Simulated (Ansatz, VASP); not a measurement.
# Al6Si: VASP beside Ansatz, part 2 of 2

Wanted: the spread between two codes on one cell, functional and k mesh. The cell is generated by rule, not measured, and may not be a known phase. The cell is taken from a series of runs on this material, whose earlier steps may have relaxed, scaled, displaced or heated it; both programs get it as it stands.

VASP 6.6.1 and Ansatz 0.2.0.

So far: Set-up; VASP: zone-centre phonons, PBEsol.

**2. VASP: zone-centre phonons, PBEsol (continued)**

Level of this step: PBEsol; plane waves and PAW (Si, Al); invented cell (VASP).

Numbers of over 12 decimals in the logs are rounded to 6 here.

From OUTCAR (step 2):

```text
ion  position               nearest neighbor table
   1  0.000  0.000  0.500-   2 3.25   4 3.25   6 3.25   7 3.25   2 3.25   4 3.25   6 3.25   7 3.25

  LATTYP: Found a simple tetragonal cell.
 ALAT       =     6.0384754098
 C/A-ratio  =     1.0577700184

 Subroutine GETGRP returns: Found 16 space group operations
 (whereof 16 operations were pure point group operations)

The static configuration has the point symmetry D_4h.

 Found     40 irreducible k-points:

   k-points           NKPTS =     40   k-points in BZ     NKDIM =     40   number of bands    NBANDS=     18

   dimension x,y,z NGX =    48 NGY =   48 NGZ =   48
   dimension x,y,z NGXF=    96 NGYF=   96 NGZF=   96

   ENCUT  =  500.0 eV  36.75 Ry    6.06 a.u.  11.01 11.01 11.65*2*pi/ulx,y,z

   NELECT =      22.0000    total number of electrons

 k-points in reciprocal lattice and weights: Automatic mesh
   0.00000000  0.00000000  0.00000000       0.005
   0.16666667  0.00000000  0.00000000       0.019
   0.33333333  0.00000000  0.00000000       0.019
   0.50000000  0.00000000  0.00000000       0.009
   0.16666667  0.16666667  0.00000000       0.019
   0.33333333  0.16666667  0.00000000       0.037
   0.50000000  0.16666667  0.00000000       0.019
   0.33333333  0.33333333  0.00000000       0.019
   0.50000000  0.33333333  0.00000000       0.019
[...]
0.50000000  0.33333333  0.50000000       0.019
   0.50000000  0.50000000  0.50000000       0.005

 average (electrostatic) potential at core
       1 -88.6777       2 -78.0517       3 -78.1659       4 -78.0517       5 -78.1659
       6 -78.0517       7 -78.0517

  Total        0.0731442      0.0731442      0.0582784      0.0000000      0.0000000     -0.0000000
  in kB        0.5031730      0.5031730      0.4009086      0.0000000      0.0000000     -0.0000000
[...]
1.20063      3.01924      3.19366         0.000015     -0.000000     -0.000000
      3.01924      3.01924      1.25644         0.000000      0.000000     -0.003643
      3.01924      4.83784      3.19366         0.000000     -0.000015      0.000000
      3.01924      1.20063      3.19366        -0.000000      0.000015      0.000000
 -----------------------------------------------------------------------------------
    total drift:                                0.000000     -0.000000     -0.000000

 Eigenvectors and eigenvalues of the dynamical matrix
 ----------------------------------------------------

   1 f  =   16.353054 THz   102.749271 2PiTHz  545.479180 cm-1    67.630768 meV
             X         Y         Z           dx          dy          dz
      0.000000  0.000000  3.193659     0.000000   -0.000000    0.000000
      4.837841  3.019238  3.193659     0.465903   -0.000000   -0.000000
      3.019238  3.019238  5.130878    -0.000000   -0.000000    0.256649
      1.200634  3.019238  3.193659    -0.465903   -0.000000    0.000000
      3.019238  3.019238  1.256440    -0.000000    0.000000   -0.256649
      3.019238  4.837841  3.193659     0.000000    0.465903    0.000000
      3.019238  1.200634  3.193659    -0.000000   -0.465903   -0.000000

   2 f  =   13.273036 THz    83.396946 2PiTHz  442.740829 cm-1    54.892842 meV
             X         Y         Z           dx          dy          dz
      0.000000  0.000000  3.193659    -0.000000   -0.000000   -0.000000
      4.837841  3.019238  3.193659    -0.181479    0.000000    0.000000
      3.019238  3.019238  5.130878     0.000000    0.000000    0.658886
      1.200634  3.019238  3.193659     0.181479    0.000000    0.000000
      3.019238  3.019238  1.256440     0.000000    0.000000   -0.658886
      3.019238  4.837841  3.193659    -0.000000   -0.181479   -0.000000
      3.019238  1.200634  3.193659    -0.000000    0.181479   -0.000000

   3 f  =   13.061975 THz    82.070808 2PiTHz  435.700582 cm-1    54.019963 meV
             X         Y         Z           dx          dy          dz
      0.000000  0.000000  3.193659    -0.000000    0.000000   -0.000000
      4.837841  3.019238  3.193659     0.500000    0.000000    0.000000
      3.019238  3.019238  5.130878    -0.000000    0.000000   -0.000000
      1.200634  3.019238  3.193659    -0.500000   -0.000000   -0.000000
      3.019238  3.019238  1.256440    -0.000000    0.000000    0.000000
      3.019238  4.837841  3.193659    -0.000000   -0.500000   -0.000000
      3.019238  1.200634  3.193659    -0.000000    0.500000   -0.000000

   4 f  =    9.533379 THz    59.899989 2PiTHz  317.999303 cm-1    39.426871 meV
             X         Y         Z           dx          dy          dz
      0.000000  0.000000  3.193659     0.005970   -0.005725    0.000000
      4.837841  3.019238  3.193659    -0.413655   -0.245055    0.000000
      3.019238  3.019238  5.130878     0.155074   -0.148700   -0.000000
      1.200634  3.019238  3.193659    -0.413655   -0.245055    0.000000
      3.019238  3.019238  1.256440     0.155074   -0.148700   -0.000000
      3.019238  4.837841  3.193659     0.255559    0.396653    0.000000
      3.019238  1.200634  3.193659     0.255559    0.396653    0.000000

   5 f  =    9.533379 THz    59.899989 2PiTHz  317.999303 cm-1    39.426871 meV
             X         Y         Z           dx          dy          dz
      0.000000  0.000000  3.193659     0.005725    0.005970   -0.000000
      4.837841  3.019238  3.193659    -0.396653    0.255559   -0.000000
      3.019238  3.019238  5.130878     0.148700    0.155074   -0.000000
      1.200634  3.019238  3.193659    -0.396653    0.255559    0.000000
      3.019238  3.019238  1.256440     0.148700    0.155074    0.000000
      3.019238  4.837841  3.193659     0.245055   -0.413655   -0.000000
      3.019238  1.200634  3.193659     0.245055   -0.413655   -0.000000

   6 f  =    9.307159 THz    58.478603 2PiTHz  310.453400 cm-1    38.491299 meV
             X         Y         Z           dx          dy          dz
      0.000000  0.000000  3.193659     0.000000    0.000000    0.015826
      4.837841  3.019238  3.193659     0.000000    0.000000    0.285955
      3.019238  3.019238  5.130878    -0.000000    0.000000   -0.579943
      1.200634  3.019238  3.193659     0.000000    0.000000    0.285955
      3.019238  3.019238  1.256440    -0.000000    0.000000   -0.579943
      3.019238  4.837841  3.193659    -0.000000   -0.000000    0.285955
      3.019238  1.200634  3.193659    -0.000000   -0.000000    0.285955

   7 f  =    7.728261 THz    48.558093 2PiTHz  257.787023 cm-1    31.961503 meV
             X         Y         Z           dx          dy          dz
      0.000000  0.000000  3.193659    -0.000000    0.000000   -0.000000
      4.837841  3.019238  3.193659    -0.000000   -0.500000    0.000000
      3.019238  3.019238  5.130878     0.000000    0.000000    0.000000
      1.200634  3.019238  3.193659    -0.000000    0.500000   -0.000000
      3.019238  3.019238  1.256440    -0.000000    0.000000    0.000000
      3.019238  4.837841  3.193659    -0.500000   -0.000000    0.000000
      3.019238  1.200634  3.193659     0.500000   -0.000000   -0.000000

   8 f  =    6.655658 THz    41.818731 2PiTHz  222.008846 cm-1    27.525576 meV
             X         Y         Z           dx          dy          dz
      0.000000  0.000000  3.193659     0.000000    0.000000    0.000000
      4.837841  3.019238  3.193659     0.000000    0.000000    0.460828
      3.019238  3.019238  5.130878     0.534574   -0.032738   -0.000000
      1.200634  3.019238  3.193659     0.000000   -0.000000   -0.460828
      3.019238  3.019238  1.256440    -0.534574    0.032738   -0.000000
      3.019238  4.837841  3.193659     0.000000    0.000000   -0.028221
      3.019238  1.200634  3.193659    -0.000000   -0.000000    0.028221

   9 f  =    6.655658 THz    41.818731 2PiTHz  222.008846 cm-1    27.525576 meV
             X         Y         Z           dx          dy          dz
      0.000000  0.000000  3.193659     0.000000    0.000000   -0.000000
      4.837841  3.019238  3.193659     0.000000    0.000000    0.028221
      3.019238  3.019238  5.130878     0.032738    0.534574    0.000000
      1.200634  3.019238  3.193659     0.000000   -0.000000   -0.028221
      3.019238  3.019238  1.256440    -0.032738   -0.534574    0.000000
      3.019238  4.837841  3.193659     0.000000   -0.000000    0.460828
      3.019238  1.200634  3.193659    -0.000000    0.000000   -0.460828

  10 f  =    5.096664 THz    32.023283 2PiTHz  170.006407 cm-1    21.078099 meV
             X         Y         Z           dx          dy          dz
      0.000000  0.000000  3.193659     0.076751   -0.125576   -0.000000
      4.837841  3.019238  3.193659     0.028642   -0.361227    0.000000
      3.019238  3.019238  5.130878    -0.288915    0.472709    0.000000
      1.200634  3.019238  3.193659     0.028642   -0.361227   -0.000000
      3.019238  3.019238  1.256440    -0.288915    0.472709    0.000000
      3.019238  4.837841  3.193659     0.220778   -0.046862   -0.000000
      3.019238  1.200634  3.193659     0.220778   -0.046862    0.000000

  11 f  =    5.096664 THz    32.023283 2PiTHz  170.006407 cm-1    21.078099 meV
             X         Y         Z           dx          dy          dz
      0.000000  0.000000  3.193659    -0.125576   -0.076751    0.000000
      4.837841  3.019238  3.193659    -0.046862   -0.220778    0.000000
      3.019238  3.019238  5.130878     0.472709    0.288915   -0.000000
      1.200634  3.019238  3.193659    -0.046862   -0.220778   -0.000000
      3.019238  3.019238  1.256440     0.472709    0.288915    0.000000
      3.019238  4.837841  3.193659    -0.361227   -0.028642    0.000000
      3.019238  1.200634  3.193659    -0.361227   -0.028642   -0.000000

  12 f  =    4.514412 THz    28.364887 2PiTHz  150.584573 cm-1    18.670099 meV
             X         Y         Z           dx          dy          dz
      0.000000  0.000000  3.193659     0.000000   -0.000000    0.000000
      4.837841  3.019238  3.193659    -0.000000    0.000000    0.500000
      3.019238  3.019238  5.130878     0.000000    0.000000   -0.000000
      1.200634  3.019238  3.193659     0.000000   -0.000000    0.500000
    [... 91 further lines ...]
      3.019238  4.837841  3.193659     0.194563    0.088041   -0.000000
      3.019238  1.200634  3.193659     0.194563    0.088041    0.000000

 ELASTIC MODULI CONTR FROM IONIC RELAXATION (kBar)
 Direction    XX          YY          ZZ          XY          YZ          ZX
 --------------------------------------------------------------------------------
 XX         -62.0537     45.5037     -3.5214      0.0000     -0.0000     -0.0000
 YY          45.5037    -62.0537     -3.5214     -0.0000      0.0000      0.0000
 ZZ          -3.5214     -3.5214    -19.1625      0.0000      0.0000      0.0000
 XY           0.0000     -0.0000      0.0000   -404.5134      0.0000      0.0000
 YZ          -0.0000      0.0000      0.0000      0.0000   -159.9951      0.0000
 ZX          -0.0000      0.0000      0.0000      0.0000      0.0000   -161.7604
 --------------------------------------------------------------------------------
```

**3. Ansatz: zone-centre phonons, PBEsol**

Ansatz runs on its default PAW (the set named soft_2) files.

The same cell, functional, mesh and smearing now go to Ansatz, which takes its cutoff from its data sets.

The input, input.yaml:

```yaml
crystal:
  lattice:
    - [6.0384754098, 0.0, 0.0]
    - [0.0, 6.0384754098, 0.0]
    - [0.0, 0.0, 6.3873182453]
  atoms:
    - { symbol: Si, position: [0.0, 0.0, 0.5] }
    - { symbol: Al, position: [0.8011692806, 0.5, 0.5] }
    - { symbol: Al, position: [0.5, 0.5, 0.803291396] }
    - { symbol: Al, position: [0.1988307194, 0.5, 0.5] }
    - { symbol: Al, position: [0.5, 0.5, 0.196708604] }
    - { symbol: Al, position: [0.5, 0.8011692806, 0.5] }
    - { symbol: Al, position: [0.5, 0.1988307194, 0.5] }
kpoints:
  mp_grid: { grid: [6, 6, 6] }
hamiltonian:
  xc: pbesol
scf:
  occupations: { method: methfessel_paxton, width: 0.15 }
output:
  eigenvalues: true
phonons:
  method: dfpt
```

Command:

```console
> ansatz run input.yaml --threads 8 --pin off --max-ram 14336MiB --backend cpu --events-out ev --progress --plain --runs-dir out
```

Log:

```text
zone centre: on kpoints.mp_grid the ground state, and the responses unless they are solved on pairs of k-points, stand on 80 of the mesh's 216 k-points, reduced under 2 symmetry operations, with k and −k counted as one. Each operation leaves every solved displacement unchanged or reverses it
Engine: ansatz 0.2.0, aarch64-unknown-linux-gnu
Pseudopotentials: kind: paw
Pseudopotential: Si, paw, valence charge 4, recommended cutoff 420 eV (normal), Si.paw.azcp
Pseudopotential: Al, paw, valence charge 3, recommended cutoff 420 eV (normal), Al.paw.azcp
Functional definition: PBEsol
  exchange = pbesol_x
  correlation = pbesol_c
Crystal: 7 atoms, lattice volume = 232.902 Å³
Basis set: ecut = 420 eV, 4545 PW (Γ), exchange–correlation on 90×90×90 points (8 copies of the dense FFT grid, shifted against one another)
Bands: 18, of which v1, the nominal top of the filled ones, is band 11 counted from 1 (10 counted from 0)
Symmetry: 16 space group operations
k-points: 80 of 216 (irreducible under 2 space group operations, time reversal used)
Non-local potential: Si, projectors of the file, l = 0: 2, l = 1: 2, l = 2: 2
Non-local potential: Al, projectors of the file, l = 0: 2, l = 1: 2, l = 2: 1
PAW form: soft (Blöchl's): semilocal exchange-correlation on the pseudo side does not see the compensation charge
PAW frozen core: Si, regenerated for the run's functional, and the local potential with it (the file was generated under x = pbe(κ = 0.804, μ = 0.219515), c = pbe(β = 0.066725))
PAW frozen core: Al, regenerated for the run's functional, and the local potential with it (the file was generated under x = pbe(κ = 0.804, μ = 0.219515), c = pbe(β = 0.066725))
PAW one-centre angular grid: Si, 110 points (default); XC on 64 Gauss nodes
PAW one-centre angular grid: Al, 110 points (default); XC on 64 Gauss nodes
Initial density: superposition of atomic densities (neutral atoms: chi_scale 0, normalization atom), corrected by the library's trained network
Initial wavefunctions: pseudopotential atomic-orbital guess
Functional: x = pbesol(κ = 0.804, μ = 0.123457), c = pbesol(β = 0.046)
SCF iter   1: F=—  HF=-3762.580731 eV  |F-HF|=—  |Δ(HF+E_count)|=         —  Δρ=3.61e-3  dr2=1.26e-1  ethr=1.77e-3  ⟨swp⟩=7.8  Hψ=9541  notcnv=0
preconditioner: auto → LDOS  [metal: Δε(μ)=0.008 eV  Ē_g=5.576 eV  σ=0.150 eV  W_gap=0.05  n_scr=26 (ndim 8)  ℏωp=11.4 eV  f_vac=0.072  D(μ)=2.61/eV (n_scr^D=6)  β→1.0]
SCF iter   2: F=—  HF=-3762.570391 eV  |F-HF|=—  |Δ(HF+E_count)|=   1.03e-2  S|Δr|=    0.00e0  Δρ=1.13e-3  dr2=1.15e-2  ethr=5.73e-4  ⟨swp⟩=1.4  Hψ=2240  notcnv=0  defer=2
SCF iter   3: F=—  HF=-3762.568860 eV  |F-HF|=—  |Δ(HF+E_count)|=   1.53e-3  S|Δr|=    0.00e0  Δρ=2.02e-4  dr2=2.33e-4  ethr=5.22e-5  ⟨swp⟩=2.4  Hψ=2056  notcnv=0  defer=2
SCF iter   4: F=—  HF=-3762.568900 eV  |F-HF|=—  |Δ(HF+E_count)|=   4.01e-5  S|Δr|=    0.00e0  Δρ=9.02e-5  dr2=6.09e-5  ethr=1.06e-6  ⟨swp⟩=2.1  Hψ=2236  notcnv=0  defer=2
SCF iter   5: F=—  HF=-3762.568894 eV  |F-HF|=—  |Δ(HF+E_count)|=   6.49e-6  S|Δr|=    0.00e0  Δρ=1.79e-5  dr2=1.19e-6  ethr=2.77e-7  ⟨swp⟩=2.2  Hψ=2072  notcnv=0  defer=2
SCF iter   6: F=—  HF=-3762.568888 eV  |F-HF|=—  |Δ(HF+E_count)|=   5.82e-6  S|Δr|=    0.00e0  Δρ=3.00e-6  dr2=4.44e-8  ethr=5.42e-9  ⟨swp⟩=2.1  Hψ=2282  notcnv=0  defer=7
SCF iter   7: F=—  HF=-3762.568888 eV  |F-HF|=—  |Δ(HF+E_count)|=   2.85e-8  S|Δr|=    0.00e0  Δρ=8.33e-7  dr2=6.77e-9  ethr=2.02e-10  ⟨swp⟩=2.4  Hψ=2240  notcnv=0  defer=9
SCF iter   8: F=—  HF=-3762.568888 eV  |F-HF|=—  |Δ(HF+E_count)|=  3.49e-10  S|Δr|=    0.00e0  Δρ=2.05e-7  dr2=2.13e-10  ethr=3.08e-11  ⟨swp⟩=2.7  Hψ=2281  notcnv=0  defer=10
SCF iter   9: F=-3762.568888 eV  HF=-3762.568888 eV  |F-HF|=8.64e-12  |Δ(HF+E_count)|=  1.44e-10  S|Δr|=    0.00e0  Δρ=4.38e-8  dr2=8.30e-12  ethr=1.00e-12  ⟨swp⟩=11.3  Hψ=9205  notcnv=0
SCF 1 converged in 9 iterations: F = -3762.568888 eV  dr2 = 8.30e-12
  greatest PAW one-centre occupation: 0.740 electrons in one spin orbital (limit 2), on the Si atom at site 0 (counted from 0), in its partial waves of l = 0
DFPT response loops at Γ: preconditioner auto → Kerker (q_TF=auto, 1.841 Å⁻¹) (partly filled bands, converged f_vac=0.093); β = 1.00, the filter's whole step (`scf.mixing.beta` (0.50) is not read by the response loops under this deck's `scf.mixing.preconditioner`; to damp them name `kerker` or `kerker_dos`, under which they read `scf.mixing.beta`, and type it under 1.00, their step now; both keys bind the ground state too); Broyden in place of MSR1
SCF converged after 9 iterations
Stability not checked: this state was not tested for a lower state beside it, because cold or Methfessel-Paxton smearing, or corrected tetrahedra, fill the levels in a way that the test cannot read (fill_not_monotonic; see scf.lower_state_search)
Free energy (F): -3762.568888 eV
Harris-Foulkes:  -3762.568888 eV  (|F-HF|=8.64e-12)
Internal energy: -3762.571139 eV  (E = F + TS)
E sigma→0 (E₀):  -3762.569451 eV
Entropy (-TS):   0.002251 eV (0.322 meV/atom)
Fermi energy:    1.579518 eV
--- Per-component energies (eV) ---
  E_band       = -43.729157
  E_kinetic    = 161.739724
  E_local      = -298.545689  (includes V_loc(G=0)·N_el)
  E_nonlocal   = 92.041565
  E_hartree    = 116.380766
  E_xc         = -280.455544
  E_vxc        = -207.528385  (∫ρ·V_xc dr)
  E_paw        = -3227.297431  (= ΣΔE_a)
  E_vpaw       = -24.197898  (= ΣTr[D̂ρ^β])
  E_aug_tail   = -0.000008  (compensation charges beyond the density's cutoff)
  E_ewald      = -326.580917
  E_core_change = 0.146395  (= ΣΔE_core)
  E_smearing   = 0.002251  (= −TS)
  E_closure    = 0.000000  (closes the sum)
  Σ components = -3762.568888   (vs F -3762.568888, Δ=0.00e0)
--- Band table (eV; the first three rows and the last of 80) ---
  k-point 0: bands = [... 7 lower, -0.4360, 0.9217, 0.9217, 1.5666, 1.6329, 1.9605, 1.9605, 3.4564, ... 3 higher]
  k-point 1: bands = [... 7 lower, -0.3988, 0.9312, 0.9312, 1.5738, 1.5743, 1.7039, 1.7039, 3.3353, ... 3 higher]
  k-point 2: bands = [... 7 lower, 0.0614, 0.9628, 0.9628, 1.3172, 1.3172, 1.5398, 1.5900, 3.1296, ... 3 higher]
  k-point 79: bands = [... 7 lower, 1.1444, 1.2788, 1.2788, 1.3157, 1.9224, 2.7244, 2.7244, 3.1597, ... 3 higher]
--- Phonons (Γ-DFPT): 7 representative perturbations + reference, on 80 of 216 k-points (Σ response iterations 21) ---
  k mesh reduced under 2 symmetry operations, with k and −k counted as one. Each operation leaves every solved displacement unchanged or reverses it
  ASR residual: 1.090e-4 → 0.000e0 eV/Å²; symmetrization residual: 5.257e-7 eV/Å²
  ASR residual per site (eV/Å²): 3.56e-5 1.09e-4 8.31e-5 1.09e-4 8.31e-5 1.09e-4 1.09e-4
  Γ frequencies (cm⁻¹): -183.74 -183.74 -122.03 -34.85 -34.85 0.00 0.00 0.00 81.17 149.97 169.66 169.66 221.20 221.20 256.96 309.71 317.15 317.15 434.50 441.77 543.98
  non-analytic LO–TO correction: not included (Born effective charges unavailable; polar crystals: no LO–TO splitting at Γ)
```

The column dr2 measures how far the density is from self-consistency, as an energy; F and HF (Harris–Foulkes) agree once it is small.

**4. Differences**

Known differences besides the potentials themselves: the cutoff is 420 eV in Ansatz and 500 eV in VASP; Ansatz makes its cores anew for this functional, VASP keeps those of its PBE data sets. Total energies have different zeros and are not compared.

Compared:

| quantity | Ansatz | VASP | difference |
| --- | --- | --- | --- |
| optical mode 1 to 2 (imaginary, printed as negative) (cm⁻¹) | -183.7 | -183.5 | -0.2 |
| optical mode 3 (imaginary, printed as negative) (cm⁻¹) | -122.0 | -122.4 | +0.3 |
| optical mode 4 to 5 (imaginary, printed as negative) (cm⁻¹) | -34.9 | -35.2 | +0.4 |
| optical mode 6 (cm⁻¹) | 81.2 | 81.9 | -0.87 % |
| optical mode 7 (cm⁻¹) | 150.0 | 150.6 | -0.41 % |
| optical mode 8 to 9 (cm⁻¹) | 169.7 | 170.0 | -0.20 % |
| optical mode 10 to 11 (cm⁻¹) | 221.2 | 222.0 | -0.36 % |
| optical mode 12 (cm⁻¹) | 257.0 | 257.8 | -0.32 % |
| optical mode 13 (cm⁻¹) | 309.7 | 310.5 | -0.24 % |
| optical mode 14 to 15 (cm⁻¹) | 317.1 | 318.0 | -0.27 % |
| optical mode 16 (cm⁻¹) | 434.5 | 435.7 | -0.28 % |
| optical mode 17 (cm⁻¹) | 441.8 | 442.7 | -0.22 % |
| optical mode 18 (cm⁻¹) | 544.0 | 545.5 | -0.27 % |

Modes are paired by rising frequency, not by their patterns, so a pair may set unlike modes beside each other; they are those without the splitting of longitudinal modes.

**5. What came out**

```
r.m.s. difference of the optical zone-centre modes, each program's sorted by frequency (zone-centre phonons, PBEsol) : 0.75 cm⁻¹
difference in optical mode 6 (zone-centre phonons, PBEsol)                                                           : -0.9 %
```

In words: The r.m.s. difference of the optical zone-centre modes, each program's sorted by frequency is 0.75 cm⁻¹ (zone-centre phonons, PBEsol). Among the rows given in per cent, the largest difference of the zone-centre phonons, PBEsol pair is in optical mode 6, -0.9 %. How closely two codes agree says nothing of how well the functional describes the real material.

[Lines on the potential files, build, host, timing and source positions are cut from VASP's logs without a mark.]

[Logs are printed without paths, hosts, clocks, repeated set-up lines and the standing remarks that a program may print on its own settings, such as how far it seeks lower states.]

[Hosts, paths, dates, database ids (printed as entryN), source tags and the programs' standing remarks are cut or masked in the printed files.]
